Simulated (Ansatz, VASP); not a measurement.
## CuF: VASP beside Ansatz

The input POSCAR:

```
CuF
1.0
    2.7384616615      0.0000000000      0.0000000000
    0.0000000000      2.7384616615      0.0000000000
    0.0000000000      0.0000000000      2.7384616615
Cu F
1 1
Direct
    0.0000000000      0.0000000000      0.0000000000
    0.5000000000      0.5000000000      0.5000000000
```

File INCAR.step1:

```
SYSTEM = CuF
PREC = Accurate
ENCUT = 520
EDIFF = 1E-5
ISMEAR = -1
SIGMA = 0.02
LREAL = .FALSE.
LASPH = .TRUE.
NELM = 100
ALGO = Normal
ISIF = 2
LWAVE = .TRUE.
LCHARG = .FALSE.
NBANDS = 16
GGA = PE
```

Contents of INCAR.step2:

```
SYSTEM = CuF
PREC = Accurate
ENCUT = 520
EDIFF = 1E-6
ISMEAR = -1
SIGMA = 0.02
LREAL = .FALSE.
LASPH = .TRUE.
NELM = 100
ALGO = Normal
ISIF = 2
LWAVE = .FALSE.
LCHARG = .FALSE.
GGA = PE
LHFCALC = .TRUE.
AEXX = 0.3
PRECFOCK = Normal
NBANDS = 16
ISTART = 1
```

The input KPOINTS:

```
Automatic mesh
0
G
  4 4 4
  0 0 0
```

Input for Ansatz:

```yaml
crystal:
  lattice:
    - [2.7384616615, 0.0, 0.0]
    - [0.0, 2.7384616615, 0.0]
    - [0.0, 0.0, 2.7384616615]
  atoms:
    - { symbol: Cu, position: [0.0, 0.0, 0.0] }
    - { symbol: F, position: [0.5, 0.5, 0.5] }
kpoints:
  mp_grid: { grid: [4, 4, 4] }
hamiltonian:
  xc: { exchange: pbe, correlation: pbe, exx: { coeff: 0.3 } }
scf:
  occupations: { method: fermi_dirac, width: 0.02 }
  n_extra_bands: 4
output:
  forces: true
  stress: true
  eigenvalues: true
```

Alike in both runs: task single point; functional PBE-based global hybrid; k mesh 4 × 4 × 4; occupations fermi-dirac, width 0.02 eV; no spin polarisation.

|  | VASP | Ansatz |
| --- | --- | --- |
| version | VASP 6.6.1 | Ansatz 0.2.0 |
| potentials or method | VASP PAW PBE potentials, release 64 (Cu, F) | plane waves |
| plane-wave cutoff (eV) | 520 | 420 |
| valence electrons in the cell | 18 | 26 |

Ansatz gave:

| Property | Result |
| --- | --- |
| gap on the k mesh at the Fermi level (eV) | 1.58 |
| pressure (GPa) | 2.2 |

**Question.** Estimate VASP's values.

**Answer.** gap on the k mesh at the Fermi level (eV): 1.47; pressure (GPa): 1.8.

The two sets of potentials don't hold the same shells in valence. Ansatz warned: «stress_exchange_threshold_loose».

Caveats: the k mesh is coarse (spacing up to 0.57 Å⁻¹), so the values aren't converged; the PAW data sets were made with another functional, which shifts forces and pressure a little (VASP). A k mesh can miss the band edges.
